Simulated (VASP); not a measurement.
Input of a VASP 6.6.1 run:

INCAR

```
  PREC = Accurate
  ENCUT = 520
  EDIFF = 1E-6
  ISMEAR = -1
  SIGMA = 0.05
  LREAL = F
  LASPH = T
  NELM = 60
  ALGO = Fast
  ISIF = 2
  LWAVE = F
  LCHARG = F
  LDIPOL = T
  IDIPOL = 3
  DIPOL = 0.5 0.5 0.500
  GGA = PS
  NBANDS = 48
```

The input KPOINTS:

```
Automatic mesh
0
Gamma
  7 7 1
```

POSCAR

```
In
1.0
    3.3392736332      0.0000000000      0.0000000000
   -1.6696368166      2.8918957965      0.0000000000
    0.0000000000      0.0000000000     28.6733323964
In
6
Direct
    0.6666666667      0.3333333333      0.2615670860
    0.0000000000      0.0000000000      0.3565778439
    0.6666666667      0.3333333333      0.4521926146
    0.3333333333      0.6666666667      0.5478073854
    0.6666666667      0.3333333333      0.6428181433
    0.3333333333      0.6666666667      0.7384329140
```

KPOINTS_OPT

```
path GMKGALHA,LM,KH
10
line-mode
reciprocal
 0.0000000000  0.0000000000  0.0000000000  G
 0.5000000000  0.0000000000  0.0000000000  M

 0.5000000000  0.0000000000  0.0000000000  M
 0.3333333333  0.3333333333  0.0000000000  K

 0.3333333333  0.3333333333  0.0000000000  K
 0.0000000000  0.0000000000  0.0000000000  G

 0.0000000000  0.0000000000  0.0000000000  G
 0.0000000000  0.0000000000  0.5000000000  A

 0.0000000000  0.0000000000  0.5000000000  A
 0.5000000000  0.0000000000  0.5000000000  L

 0.5000000000  0.0000000000  0.5000000000  L
 0.3333333333  0.3333333333  0.5000000000  H

 0.3333333333  0.3333333333  0.5000000000  H
 0.0000000000  0.0000000000  0.5000000000  A

 0.5000000000  0.0000000000  0.5000000000  L
 0.5000000000  0.0000000000  0.0000000000  M

 0.3333333333  0.3333333333  0.0000000000  K
 0.3333333333  0.3333333333  0.5000000000  H
```

Potentials or basis: VASP PAW PBE potentials, release 64 (In_d).

The run is started by

```console
$ cat potpaw_PBE.64/In_d/POTCAR > POTCAR
$ mpirun -np 1 vasp_std > vasp.out
```

Problem. What does it give for the largest force?

Solution. 0.233 eV/Å.

Problem. What does it give for the band gap along the path?

Solution. None (metal or under the smearing width).

Forces in eV/Å, atoms in the order of the input:
```
In   0.000  0.000  0.233
In   0.000  0.000 -0.017
In   0.000  0.000 -0.163
In   0.000  0.000  0.184
In   0.000  0.000 -0.058
In   0.000  0.000 -0.178
```

Caveat: the PAW data sets were made with another functional, which shifts forces and pressure a little; spin-orbit coupling is left out, which moves the levels of the heavy elements.
